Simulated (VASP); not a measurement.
Given:

```xyz
64
Lattice="7.1466 0.0000 0.0000 0.0000 7.1466 0.0000 0.0000 0.0000 7.1466" Properties=species:S:1:pos:R:3 pbc="T T T"
C      3.5733     0.0000     0.0000
C      4.4666     0.8933     0.8933
C      5.3599     1.7866     0.0000
C      6.2532     2.6800     0.8933
C      5.3599     0.0000     1.7866
C      6.2532     0.8933     2.6800
C      0.0000     0.0000     0.0000
C      0.8933     0.8933     0.8933
C      1.7866     1.7866     0.0000
C      2.7008     2.7254     0.9035
C      3.5733     3.5733     0.0000
C      4.4463     4.4711     0.9397
C      5.3599     5.3599     0.0000
C      6.2532     6.2532     0.8933
C      1.7866     0.0000     1.7866
C      2.6604     0.8571     2.7276
C      3.5240     1.8262     1.7720
C      4.5094     2.6700     2.6768
C      5.3546     3.6142     1.8009
C      6.2272     4.4843     2.6729
C      3.5733     0.0000     3.5733
C      4.4988     0.9071     4.5164
C      5.3626     1.7611     3.5260
C      6.2723     2.6596     4.4936
C      5.3599     0.0000     5.3599
C      6.2532     0.8933     6.2532
C      0.0000     3.5733     0.0000
C      0.8933     4.4666     0.8933
C      1.7866     5.3599     0.0000
C      2.6800     6.2532     0.8933
C      0.0000     1.7866     1.7866
C      0.8665     2.7094     2.6630
C      1.7392     3.6199     1.8315
C      2.7177     4.4868     2.6474
C      3.6038     5.3486     1.8078
C      4.4455     6.2128     2.6967
C      0.0000     0.0000     3.5733
C      0.8933     0.8933     4.4666
C      1.7833     1.7496     3.5775
C      2.6480     2.6710     4.4819
C      4.4213     4.4624     4.4279
C      5.3766     5.3258     3.5997
C      6.2532     6.2532     4.4666
C      1.7866     0.0000     5.3599
C      2.6800     0.8933     6.2532
C      3.5869     1.7609     5.3877
C      4.4236     2.7067     6.2468
C      5.4068     3.6005     5.3436
C      6.2532     4.4666     6.2532
C      0.0000     5.3599     1.7866
C      0.8933     6.2532     2.6800
C      0.0000     3.5733     3.5733
C      0.9342     4.4213     4.4729
C      1.8302     5.3219     3.5726
C      2.7029     6.2924     4.4173
C      0.0000     1.7866     5.3599
C      0.8933     2.6800     6.2532
C      1.7683     3.5865     5.3313
C      2.6816     4.4786     6.2253
C      3.5632     5.3842     5.3443
C      4.4666     6.2532     6.2532
C      0.0000     5.3599     5.3599
C      0.8933     6.2532     6.2532
B      3.5317     3.5821     3.5960
```
Cell charge +1.

Method: PBE GGA, VASP's PBE PAW potentials (set 64) (plane waves; VASP). Settings: PREC = Normal, LREAL = Auto, ISYM = 0, NELECT = 254.0, EDIFF = 1E-5, 400 eV cut-off, 1×1×1 Γ-centred mesh, Gaussian smearing of 0.050 eV, potentials C B.

At this cut-off the stress carries a Pulay error, which pulls relaxed volumes low. The cell is charged, with a uniform compensating background. The supercell is sampled at Γ alone, which is coarse: total energies, pressure and levels can be off, energies of defects by several tenths of an eV.

Question: The ions are relaxed. What does this cell relax into?

Answer: 
```xyz
64
Lattice="7.1466 0.0000 0.0000 0.0000 7.1466 0.0000 0.0000 0.0000 7.1466" Properties=species:S:1:pos:R:3 pbc="T T T"
C      3.5629     0.0095     0.0095
C      4.4762     0.8812     0.8815
C      5.3522     1.7949     0.0069
C      6.2659     2.6707     0.8813
C      5.3522     0.0069     1.7950
C      6.2661     0.8809     2.6710
C      7.1401     0.0075     0.0072
C      0.9006     0.8882     0.8881
C      1.7804     1.7943     0.0091
C      2.6857     2.6772     0.8885
C      3.5669     3.5805     0.0077
C      4.4699     4.4616     0.8885
C      5.3532     5.3670     0.0092
C      6.2592     6.2468     0.8882
C      1.7806     0.0093     1.7942
C      2.6857     0.8885     2.6775
C      3.5689     1.7979     1.7980
C      4.5079     2.6391     2.6393
C      5.3494     3.5784     1.7977
C      6.2588     4.4614     2.6771
C      3.5670     0.0075     3.5803
C      4.4699     0.8882     4.4614
C      5.3491     1.7979     3.5785
C      6.2587     2.6773     4.4614
C      5.3531     0.0091     5.3666
C      6.2592     0.8882     6.2465
C      7.1377     3.5840     0.0093
C      0.8944     4.4587     0.8813
C      1.7793     5.3678     0.0057
C      2.6883     6.2528     0.8814
C      7.1401     1.7948     1.7950
C      0.9001     2.6773     2.6775
C      1.7718     3.5909     1.7883
C      2.6682     4.4787     2.6402
C      3.5560     5.3752     1.7883
C      4.4697     6.2469     2.6774
C      7.1379     0.0091     3.5841
C      0.8944     0.8811     4.4590
C      1.7720     1.7884     3.5912
C      2.6680     2.6402     4.4791
C      4.5068     4.4789     4.4790
C      5.3587     5.3749     3.5908
C      6.2658     6.2524     4.4590
C      1.7794     0.0057     5.3677
C      2.6882     0.8812     6.2527
C      3.5560     1.7884     5.3750
C      4.4696     2.6773     6.2470
C      5.3585     3.5911     5.3751
C      6.2658     4.4588     6.2526
C      7.1382     5.3667     1.7941
C      0.8987     6.2485     2.6732
C      7.1396     3.5801     3.5802
C      0.9030     4.4598     4.4598
C      1.7744     5.3728     3.5783
C      2.6873     6.2440     4.4600
C      7.1379     1.7941     5.3665
C      0.8985     2.6729     6.2486
C      1.7744     3.5784     5.3728
C      2.6875     4.4599     6.2443
C      3.5689     5.3729     5.3730
C      4.4742     6.2487     6.2487
C      7.1414     5.3676     5.3677
C      0.9007     6.2465     6.2466
B      3.5485     3.5985     3.5981
```
Cell charge +1.

Question: How much energy does the relaxation gain?

Answer: The energy (σ→0) changes by -33.6 meV/atom, in 14 ionic steps.

```json
[
 {"step": "1", "E(σ→0) (eV)": "-581.1948", "max force (eV/Å)": "4.407", "pressure (GPa)": "-5.12", "volume (Å³)": "365.00"},
 {"step": "2", "E(σ→0) (eV)": "-578.3954", "max force (eV/Å)": "6.708", "pressure (GPa)": "-2.67", "volume (Å³)": "365.00"},
 {"step": "3", "E(σ→0) (eV)": "-583.0216", "max force (eV/Å)": "1.339", "pressure (GPa)": "-6.04", "volume (Å³)": "365.00"},
 {"step": "4", "E(σ→0) (eV)": "-582.7799", "max force (eV/Å)": "1.824", "pressure (GPa)": "-5.38", "volume (Å³)": "365.00"},
 {"step": "5", "E(σ→0) (eV)": "-583.2429", "max force (eV/Å)": "0.649", "pressure (GPa)": "-5.96", "volume (Å³)": "365.00"},
 {"step": "6", "E(σ→0) (eV)": "-583.2524", "max force (eV/Å)": "0.819", "pressure (GPa)": "-5.88", "volume (Å³)": "365.00"},
 {"step": "7", "E(σ→0) (eV)": "-583.3245", "max force (eV/Å)": "0.406", "pressure (GPa)": "-5.96", "volume (Å³)": "365.00"},
 {"step": "8", "E(σ→0) (eV)": "-583.3291", "max force (eV/Å)": "0.323", "pressure (GPa)": "-6.02", "volume (Å³)": "365.00"},
 {"step": "9", "E(σ→0) (eV)": "-583.3395", "max force (eV/Å)": "0.114", "pressure (GPa)": "-6.00", "volume (Å³)": "365.00"},
 {"step": "10", "E(σ→0) (eV)": "-583.3436", "max force (eV/Å)": "0.063", "pressure (GPa)": "-5.99", "volume (Å³)": "365.00"},
 {"step": "11", "E(σ→0) (eV)": "-583.3438", "max force (eV/Å)": "0.070", "pressure (GPa)": "-5.99", "volume (Å³)": "365.00"},
 {"step": "12", "E(σ→0) (eV)": "-583.3448", "max force (eV/Å)": "0.060", "pressure (GPa)": "-5.99", "volume (Å³)": "365.00"},
 {"step": "13", "E(σ→0) (eV)": "-583.3449", "max force (eV/Å)": "0.043", "pressure (GPa)": "-5.99", "volume (Å³)": "365.00"},
 {"step": "14", "E(σ→0) (eV)": "-583.3451", "max force (eV/Å)": "0.016", "pressure (GPa)": "-6.00", "volume (Å³)": "365.00"}
]
```

The cell is a supercell with a defect, built from C (diamond): B_C, charge +1. The run is not spin-polarised, so no state with unpaired spins was tried.
